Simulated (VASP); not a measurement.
An input for Quantum ESPRESSO's pw.x (written as the equivalent of a VASP run, and not itself run):

```
&CONTROL
  calculation = 'scf'
  pseudo_dir = './pseudo'
  outdir = './out'
  tprnfor = .true.
  tstress = .true.
/
&SYSTEM
  ibrav = 0
  nat = 5
  ntyp = 3
  ecutwfc = 84
  occupations = 'smearing'
  smearing = 'gaussian'
  degauss = 0.01999
  input_dft = 'pbesol'
/
&ELECTRONS
  conv_thr = 7.3e-08
  electron_maxstep = 100
/
ATOMIC_SPECIES
  Sn 118.710 Sn.upf
  Tc 97.907 Tc.upf
  O 15.999 O.upf
CELL_PARAMETERS angstrom
     3.6649950    0.0000000    0.0000000
     0.0000000    3.6649950    0.0000000
     0.0000000    0.0000000    3.6649950
ATOMIC_POSITIONS crystal
  Sn   0.0000000  0.0000000  0.0000000
  Tc   0.5000000  0.5000000  0.5000000
  O    0.0000000  0.5000000  0.5000000
  O    0.5000000  0.5000000  0.0000000
  O    0.5000000  0.0000000  0.5000000
K_POINTS automatic
  7 7 7 0 0 0
```

### Question
Translate this input to VASP (INCAR, KPOINTS, POSCAR, choice of POTCAR).

### Answer
Several could match; the one computed here: 
INCAR:
```
LCHARG  =  .FALSE.
ENCUT  =  400   ! plane-wave cut-off (eV)
LASPH  =  .TRUE.   ! aspherical one-centre terms
ISMEAR  =  0
GGA  =  PS
NELM  =  100
ISIF  =  2
EDIFF  =  1E-6   ! SCF stop (eV)
LWAVE  =  .FALSE.
LMAXMIX  =  4   ! l cut-off of mixed one-centre charges
PREC  =  Accurate
SIGMA  =  0.272   ! width (eV)
LREAL  =  .FALSE.   ! projection in real space or not
SYSTEM  =  TcSnO3
ALGO  =  Normal   ! blocked Davidson
```

File POSCAR:
```
TcSnO3
3.6649950
  1.0000000000   0.0000000000   0.0000000000
  0.0000000000   1.0000000000   0.0000000000
  0.0000000000   0.0000000000   1.0000000000
Sn Tc O
1 1 3
direct
  0.0000000000   0.0000000000   0.0000000000
  0.5000000000   0.5000000000   0.5000000000
  0.0000000000   0.5000000000   0.5000000000
  0.5000000000   0.5000000000   0.0000000000
  0.5000000000   0.0000000000   0.5000000000
```

### KPOINTS
```
Automatic mesh
0
Gamma
7 7 7
0 0 0
```

POTCAR, in this order: Sn_d Tc_pv O (PBE.64 set). Program: vasp_std.

The two are equivalent in intent, not identical: the potentials are each code's own (VASP's PAW set, PseudoDojo norm-conserving files in pw.x), so ENCUT and ecutwfc are chosen apart and not converted; conv_thr bounds pw.x's estimated SCF error, while EDIFF bounds the energy change between steps.

The structure was generated: TcSnO3 was put into an ordered model structure, which need not be its known phase. The cell was not relaxed at this level.
